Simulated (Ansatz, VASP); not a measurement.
# Al2Cl in two plane-wave programs

Wanted: the spread between two codes on one cell, functional and k mesh. The cell is generated by rule, not measured, and may not be a known phase. The cell is taken from a series of VASP runs on this material, whose earlier steps may have relaxed, scaled or displaced it; both programs get it as it stands.

Main program and level: Ansatz 0.2.0; plane waves, with VASP 6.6.1 beside it; zone-centre phonons at BLYP.

## Step 1: The structure

It takes space group P4/mmm (No. 123, tetragonal). Conventional cell: a = 5.453 Å, b = 5.453 Å, c = 2.969 Å, α = 90.00°, β = 90.00°, γ = 90.00°. Al has 2 Cl at 2.73 Å and 2 Al at 2.97 Å nearest. Nearest to Cl lie 4 Al at 2.73 Å. Farther neighbours and most contacts between anions are not listed.

## Step 2: VASP: zone-centre phonons, BLYP

Second derivatives magnify differences that forces hide, and they need a tight electronic threshold.

Lines of VASP's logs that name or quote its potential files are left out, and so is its time.

File INCAR:

```
SYSTEM = Al2Cl
PREC = Accurate
ENCUT = 400
EDIFF = 1E-08
NELM = 100
ISMEAR = 0
SIGMA = 0.05
LREAL = .FALSE.
ALGO = Normal
GGA = B5
ALDAX = 1
AGGAX = 1
AGGAC = 1
ALDAC = 0
LORBIT = 11
LWAVE = .FALSE.
LCHARG = .FALSE.
IBRION = 8
ISIF = 2
```

File POSCAR:

```
Al2Cl
1.0
    5.4532658600      0.0000000000      0.0000000000
    0.0000000000      5.4532658600      0.0000000000
    0.0000000000      0.0000000000      2.9692341786
Al Cl
2 1
Direct
    0.5000000000      0.0000000000      0.0000000000
    0.0000000000      0.5000000000      0.0000000000
    0.0000000000      0.0000000000      0.0000000000
```

File KPOINTS:

```
Automatic mesh
0
Gamma
4 4 8
0 0 0
```

Potentials, in the order of the species: Al and Cl (PBE family, release 64).

Launch:

```console
$ mpirun -np 1 vasp_std
```

Numbers of over 12 decimals in the logs are rounded to 6 here.

What it wrote:

```text
[banner, memory and clock lines left out]
running    1 mpi-ranks, on    1 nodes
 distrk:  each k-point on    1 cores,    1 groups
 distr:  one band on    1 cores,    1 groups

 POSCAR found type information on POSCAR AlCl
 POSCAR found :  2 types and       3 ions
|                                                                             |
|               ----> ADVICE to this user running VASP <----                  |
|                                                                             |
|     You enforced a specific xc type in the INCAR file but a different       |
|     [... a line on the potential file left out ...]
|     I HOPE YOU KNOW WHAT YOU ARE DOING!                                     |
|                                                                             |

 LDA part: xc-table for (Slater(with rela. corr.)+VWN5), standard interpolation
 POSCAR, INCAR and KPOINTS ok, starting setup
 FFT: planning ... GRIDC
 FFT: planning ... GRID_SOFT
 FFT: planning ... GRID
 WAVECAR not read
 entering main loop
       N       E                     dE             d eps       ncg     rms          rms(c)
DAV:   1     0.395164397999E+02    0.39516E+02   -0.38261E+03   600   0.775E+02
DAV:   2    -0.330811407992E+01   -0.42825E+02   -0.40092E+02   970   0.117E+02
DAV:   3    -0.743054267519E+01   -0.41224E+01   -0.40918E+01   704   0.421E+01
DAV:   4    -0.751267293865E+01   -0.82130E-01   -0.82054E-01   738   0.683E+00
DAV:   5    -0.751439315886E+01   -0.17202E-02   -0.17201E-02   746   0.980E-01    0.601E+00
DAV:   6    -0.729785493808E+01    0.21654E+00   -0.58779E-01   662   0.502E+00    0.325E+00
DAV:   7    -0.727899408198E+01    0.18861E-01   -0.17343E-01   668   0.272E+00    0.131E+00
DAV:   8    -0.727765927677E+01    0.13348E-02   -0.25848E-02   662   0.109E+00    0.255E-01
DAV:   9    -0.727756310142E+01    0.96175E-04   -0.14128E-03   664   0.289E-01    0.460E-02
DAV:  10    -0.727770196533E+01   -0.13886E-03   -0.30163E-04   708   0.122E-01    0.351E-02
DAV:  11    -0.727772735966E+01   -0.25394E-04   -0.55227E-05   630   0.588E-02    0.898E-03
DAV:  12    -0.727772822249E+01   -0.86283E-06   -0.22622E-06   696   0.124E-02    0.435E-03
DAV:  13    -0.727772837505E+01   -0.15256E-06   -0.46394E-07   644   0.542E-03    0.748E-04
DAV:  14    -0.727772833499E+01    0.40061E-07   -0.22519E-07   664   0.314E-03    0.815E-04
DAV:  15    -0.727772835238E+01   -0.17382E-07   -0.25693E-08   526   0.122E-03    0.279E-04
DAV:  16    -0.727772835711E+01   -0.47362E-08   -0.40889E-09   326   0.467E-04
   1 F= -.72777284E+01 E0= -.72767918E+01  d E =-.187316E-02
 Linear response reoptimize wavefunctions to high precision
DAV:   1    -0.727772835908E+01   -0.19636E-08   -0.11949E-09   416   0.260E-04
DAV:   2    -0.727772835905E+01    0.22510E-10   -0.20981E-10   330   0.111E-04
 Linear response DOF=           5
 Linear response progress:
  Degree of freedom:   1/  5
       N       E                     dE             d eps       ncg     rms          rms(c)
RMM:   1    -0.839477006868E-02   -0.83948E-02    0.14811E-02  1991   0.621E-01
RMM:   2    -0.857226306176E-02   -0.17749E-03   -0.36580E-04  1442   0.140E-01    0.904E-02
RMM:   3    -0.851852897338E-02    0.53734E-04   -0.47352E-05  1466   0.455E-02    0.518E-02
RMM:   4    -0.847096484675E-02    0.47564E-04   -0.30316E-05  1445   0.404E-02    0.104E-02
RMM:   5    -0.845263263447E-02    0.18332E-04   -0.67027E-06  1441   0.171E-02    0.287E-03
RMM:   6    -0.845544905326E-02   -0.28164E-05   -0.14017E-07  1469   0.332E-03    0.124E-03
RMM:   7    -0.845614981346E-02   -0.70076E-06   -0.10169E-07  1452   0.245E-03    0.102E-04
RMM:   8    -0.845629822436E-02   -0.14841E-06   -0.10174E-10  1479   0.332E-04    0.528E-05
RMM:   9    -0.845652582776E-02   -0.22760E-06   -0.17061E-09  1485   0.206E-04    0.492E-05
RMM:  10    -0.845657459912E-02   -0.48771E-07   -0.15850E-09  1534   0.778E-05    0.137E-05
RMM:  11    -0.845660621254E-02   -0.31613E-07   -0.43725E-10  1499   0.466E-05    0.461E-06
RMM:  12    -0.845659878016E-02    0.74324E-08   -0.30164E-09  1461   0.165E-05    0.342E-06
 first order change of Fermi-energy  -0.23819E-04
 force on displaced ion       1 direction 1 :   0.545   0.000   0.000
 Linear response progress:
  Degree of freedom:   2/  5
       N       E                     dE             d eps       ncg     rms          rms(c)
RMM:   1    -0.924512733831E-02   -0.92451E-02    0.33943E-03  1820   0.472E-01
RMM:   2    -0.899651521036E-02    0.24861E-03   -0.49409E-04  1439   0.102E-01    0.304E-02
RMM:   3    -0.903634280741E-02   -0.39828E-04   -0.61305E-05  1426   0.341E-02    0.163E-02
RMM:   4    -0.909083104196E-02   -0.54488E-04   -0.21528E-05  1416   0.210E-02    0.552E-03
RMM:   5    -0.908607419405E-02    0.47568E-05   -0.30225E-06  1437   0.108E-02    0.163E-03
RMM:   6    -0.908763134154E-02   -0.15571E-05   -0.34486E-07  1436   0.377E-03    0.452E-04
RMM:   7    -0.908618410323E-02    0.14472E-05   -0.55179E-08  1474   0.150E-03    0.190E-04
RMM:   8    -0.908630155069E-02   -0.11745E-06    0.31685E-10  1517   0.483E-04    0.101E-04
RMM:   9    -0.908654333357E-02   -0.24178E-06    0.20659E-09  1449   0.383E-04    0.415E-05
RMM:  10    -0.908656950781E-02   -0.26174E-07    0.31924E-09  1563   0.782E-05    0.162E-05
RMM:  11    -0.908657834031E-02   -0.88325E-08    0.96270E-09  1499   0.923E-05    0.910E-06
 first order change of Fermi-energy   0.40582E-04
 force on displaced ion       1 direction 2 :   0.000  -0.102   0.000
 Linear response progress:
  Degree of freedom:   3/  5
       N       E                     dE             d eps       ncg     rms          rms(c)
RMM:   1    -0.348928538575E-02   -0.34893E-02   -0.23555E-03  1413   0.371E-01
RMM:   2    -0.347039338030E-02    0.18892E-04   -0.14893E-04  1393   0.804E-02    0.320E-02
RMM:   3    -0.333015387797E-02    0.14024E-03   -0.16061E-05  1391   0.243E-02    0.191E-02
RMM:   4    -0.318749802853E-02    0.14266E-03   -0.20526E-05  1401   0.253E-02    0.186E-03
RMM:   5    -0.318199801724E-02    0.55000E-05   -0.40224E-07  1429   0.439E-03    0.109E-03
RMM:   6    -0.317561231662E-02    0.63857E-05   -0.13147E-07  1401   0.294E-03    0.167E-04
RMM:   7    -0.317454674793E-02    0.10656E-05   -0.38320E-09  1446   0.429E-04    0.123E-04
RMM:   8    -0.317426175298E-02    0.28499E-06   -0.11010E-09  1435   0.249E-04    0.206E-05
RMM:   9    -0.317431321635E-02   -0.51463E-07   -0.93881E-11  1482   0.560E-05    0.171E-05
RMM:  10    -0.317430257338E-02    0.10643E-07   -0.48739E-10  1453   0.458E-05    0.608E-06
RMM:  11    -0.317430835657E-02   -0.57832E-08   -0.56324E-10  1504   0.147E-05    0.336E-06
 first order change of Fermi-energy  -0.44674E-04
 force on displaced ion       1 direction 3 :   0.000   0.000  -0.230
 Linear response progress:
  Degree of freedom:   4/  5
       N       E                     dE             d eps       ncg     rms          rms(c)
RMM:   1    -0.213861155152E+00   -0.21386E+00    0.13317E-01  1828   0.379E+00
RMM:   2    -0.213709013970E+00    0.15214E-03   -0.60560E-03  1372   0.565E-01    0.107E-01
RMM:   3    -0.214615459328E+00   -0.90645E-03   -0.39912E-04  1305   0.128E-01    0.519E-02
RMM:   4    -0.215360720380E+00   -0.74526E-03   -0.10405E-04  1367   0.627E-02    0.178E-02
RMM:   5    -0.215605396488E+00   -0.24468E-03   -0.99539E-06  1402   0.278E-02    0.289E-03
RMM:   6    -0.215597929810E+00    0.74667E-05   -0.21821E-07  1480   0.338E-03    0.131E-03
RMM:   7    -0.215610089157E+00   -0.12159E-04   -0.11922E-07  1434   0.277E-03    0.393E-04
RMM:   8    -0.215608265850E+00    0.18233E-05   -0.37682E-08  1469   0.676E-04    0.135E-04
RMM:   9    -0.215609498045E+00   -0.12322E-05   -0.10434E-08  1359   0.397E-04    0.349E-05
RMM:  10    -0.215609349877E+00    0.14817E-06   -0.94333E-10  1525   0.169E-04    0.134E-05
RMM:  11    -0.215609350776E+00   -0.89910E-09   -0.66457E-08  1505   0.801E-05    0.344E-06
 first order change of Fermi-energy   0.15178E-03
 force on displaced ion       3 direction 1 :   0.634   0.000   0.000
 Linear response progress:
  Degree of freedom:   5/  5
       N       E                     dE             d eps       ncg     rms          rms(c)
RMM:   1    -0.176806533882E+00   -0.17681E+00    0.62816E-03  1113   0.347E+00
RMM:   2    -0.177103287882E+00   -0.29675E-03   -0.30018E-03   923   0.405E-01    0.689E-02
RMM:   3    -0.177638739330E+00   -0.53545E-03   -0.94734E-05   937   0.724E-02    0.419E-02
RMM:   4    -0.178550830834E+00   -0.91209E-03   -0.21152E-05   929   0.508E-02    0.647E-03
RMM:   5    -0.178581998902E+00   -0.31168E-04   -0.82906E-07   964   0.650E-03    0.565E-03
RMM:   6    -0.178604724277E+00   -0.22725E-04   -0.84497E-07   859   0.743E-03    0.288E-03
RMM:   7    -0.178608919410E+00   -0.41951E-05   -0.16135E-07   849   0.270E-03    0.563E-04
RMM:   8    -0.178616250320E+00   -0.73309E-05   -0.30585E-08   912   0.884E-04    0.116E-04
RMM:   9    -0.178614941069E+00    0.13093E-05   -0.43133E-09   910   0.208E-04    0.110E-04
RMM:  10    -0.178614347927E+00    0.59314E-06   -0.10433E-07   954   0.149E-04    0.218E-05
RMM:  11    -0.178614188512E+00    0.15942E-06   -0.59301E-08  1003   0.691E-05    0.525E-06
RMM:  12    -0.178614096533E+00    0.91979E-07    0.36488E-08   900   0.606E-05    0.153E-06
RMM:  13    -0.178614105329E+00   -0.87956E-08   -0.71890E-08   866   0.467E-05    0.945E-07
 first order change of Fermi-energy   0.51594E-04
 force on displaced ion       3 direction 3 :  -0.000  -0.000  -0.504
 Linear response finished
```

OUTCAR, selected parts (step 2):

```text
ion  position               nearest neighbor table
   1  0.500  0.000  0.000-   3 2.73   3 2.73
   2  0.000  0.500  0.000-   3 2.73   3 2.73
   3  0.000  0.000  0.000-   1 2.73   2 2.73   2 2.73   1 2.73

  LATTYP: Found a simple tetragonal cell.
 ALAT       =     5.4532658600
 C/A-ratio  =     0.5444873320

 Subroutine GETGRP returns: Found 16 space group operations
 (whereof 16 operations were pure point group operations)

The static configuration has the point symmetry D_4h.

 Found     30 irreducible k-points:

   k-points           NKPTS =     30   k-points in BZ     NKDIM =     30   number of bands    NBANDS=     10

   dimension x,y,z NGX =    36 NGY =   36 NGZ =   20
   dimension x,y,z NGXF=    72 NGYF=   72 NGZF=   40

   ENCUT  =  400.0 eV  29.40 Ry    5.42 a.u.   8.89  8.89  4.84*2*pi/ulx,y,z

   NELECT =      13.0000    total number of electrons

 k-points in reciprocal lattice and weights: Automatic mesh
   0.00000000  0.00000000  0.00000000       0.008
   0.25000000  0.00000000  0.00000000       0.031
   0.50000000  0.00000000  0.00000000       0.016
   0.25000000  0.25000000  0.00000000       0.031
   0.50000000  0.25000000  0.00000000       0.031
   0.50000000  0.50000000  0.00000000       0.008
   0.00000000  0.00000000  0.12500000       0.016
   0.25000000  0.00000000  0.12500000       0.062
   0.50000000  0.00000000  0.12500000       0.031
[...]
0.50000000  0.25000000  0.50000000       0.031
   0.50000000  0.50000000  0.50000000       0.008

 average (electrostatic) potential at core
       1 -78.1031       2 -78.1031       3 -92.8767

  Total       -0.0142692     -0.0142692     -0.0128927      0.0000000      0.0000000      0.0000000
  in kB       -0.2589121     -0.2589121     -0.2339365      0.0000000      0.0000000      0.0000000
  external PRESSURE =      -0.2505869 kB  Pullay stress =       0.0000000 kB

  energy-cutoff  :      400.00
  volume of cell :       88.30
      direct lattice vectors                 reciprocal lattice vectors
     5.453265860  0.000000000  0.000000000     0.183376352  0.000000000  0.000000000
     0.000000000  5.453265860  0.000000000     0.000000000  0.183376352  0.000000000
     0.000000000  0.000000000  2.969234179     0.000000000  0.000000000  0.336787178

 POSITION                                       TOTAL-FORCE (eV/Angst)
 -----------------------------------------------------------------------------------
      2.72663      0.00000      0.00000         0.000000      0.000000      0.000000
      0.00000      2.72663      0.00000         0.000000      0.000000      0.000000
      0.00000      0.00000      0.00000         0.000000      0.000000      0.000000
 -----------------------------------------------------------------------------------
    total drift:                                0.000000     -0.000000      0.000000

 Eigenvectors and eigenvalues of the dynamical matrix
 ----------------------------------------------------

   1 f  =    2.387608 THz    15.001785 2PiTHz   79.642038 cm-1     9.874350 meV
             X         Y         Z           dx          dy          dz
      2.726633  0.000000  0.000000    -0.000000   -0.000000    0.442065
      0.000000  2.726633  0.000000     0.000000    0.000000    0.442065
      0.000000  0.000000  0.000000    -0.000000    0.000000   -0.780486

   2 f  =    1.390530 THz     8.736957 2PiTHz   46.383085 cm-1     5.750767 meV
             X         Y         Z           dx          dy          dz
      2.726633  0.000000  0.000000     0.000000    0.000000    0.707107
      0.000000  2.726633  0.000000     0.000000   -0.000000   -0.707107
      0.000000  0.000000  0.000000     0.000000    0.000000    0.000000

   3 f  =    1.164351 THz     7.315833 2PiTHz   38.838567 cm-1     4.815366 meV
             X         Y         Z           dx          dy          dz
      2.726633  0.000000  0.000000     0.405074    0.000043    0.000000
      0.000000  2.726633  0.000000    -0.837225   -0.000021   -0.000000
      0.000000  0.000000  0.000000     0.367382   -0.000019   -0.000000

   4 f  =    1.164351 THz     7.315833 2PiTHz   38.838567 cm-1     4.815366 meV
             X         Y         Z           dx          dy          dz
      2.726633  0.000000  0.000000    -0.000021    0.837225   -0.000000
      0.000000  2.726633  0.000000     0.000043   -0.405074   -0.000000
      0.000000  0.000000  0.000000    -0.000019   -0.367382   -0.000000

   5 f/i=    0.004503 THz     0.028296 2PiTHz    0.150219 cm-1     0.018625 meV
             X         Y         Z           dx          dy          dz
      2.726633  0.000000  0.000000     0.012601   -0.544209   -0.000000
      0.000000  2.726633  0.000000     0.012403   -0.552903   -0.000000
      0.000000  0.000000  0.000000     0.014371   -0.630567   -0.000000

   6 f/i=    0.004503 THz     0.028296 2PiTHz    0.150219 cm-1     0.018625 meV
             X         Y         Z           dx          dy          dz
      2.726633  0.000000  0.000000     0.552903    0.012403    0.000000
      0.000000  2.726633  0.000000     0.544209    0.012601    0.000000
      0.000000  0.000000  0.000000     0.630567    0.014371    0.000000

   7 f/i=    0.013824 THz     0.086859 2PiTHz    0.461121 cm-1     0.057172 meV
             X         Y         Z           dx          dy          dz
      2.726633  0.000000  0.000000    -0.000000   -0.000000    0.551887
      0.000000  2.726633  0.000000    -0.000000   -0.000000    0.551887
      0.000000  0.000000  0.000000    -0.000000   -0.000000    0.625174

   8 f/i=    3.120964 THz    19.609594 2PiTHz  104.104145 cm-1    12.907263 meV
             X         Y         Z           dx          dy          dz
      2.726633  0.000000  0.000000    -0.566567    0.032854   -0.000000
      0.000000  2.726633  0.000000    -0.040710    0.457226   -0.000000
      0.000000  0.000000  0.000000     0.531921   -0.429266    0.000000

   9 f/i=    3.120964 THz    19.609594 2PiTHz  104.104145 cm-1    12.907263 meV
             X         Y         Z           dx          dy          dz
      2.726633  0.000000  0.000000    -0.457226   -0.040710    0.000000
      0.000000  2.726633  0.000000    -0.032854   -0.566567    0.000000
      0.000000  0.000000  0.000000     0.429266    0.531921   -0.000000

 ELASTIC MODULI CONTR FROM IONIC RELAXATION (kBar)
 Direction    XX          YY          ZZ          XY          YZ          ZX
 --------------------------------------------------------------------------------
 XX           0.0000      0.0000      0.0000      0.0000      0.0000      0.0000
 YY           0.0000      0.0000      0.0000      0.0000      0.0000      0.0000
 ZZ           0.0000      0.0000      0.0000      0.0000      0.0000      0.0000
 XY           0.0000      0.0000      0.0000      0.0000      0.0000      0.0000
 YZ           0.0000      0.0000      0.0000      0.0000      0.0000      0.0000
 ZX           0.0000      0.0000      0.0000      0.0000      0.0000      0.0000
 --------------------------------------------------------------------------------
```

[end of part 1 of 2]

[Lines on the potential files, build, host, timing and source positions are cut from VASP's logs without a mark.]

[Logs are printed without paths, hosts, clocks, repeated set-up lines and the standing remarks that a program may print on its own settings, such as how far it seeks lower states.]

[Hosts, paths, dates, database ids (printed as entryN), source tags and the programs' standing remarks are cut or masked in the printed files.]
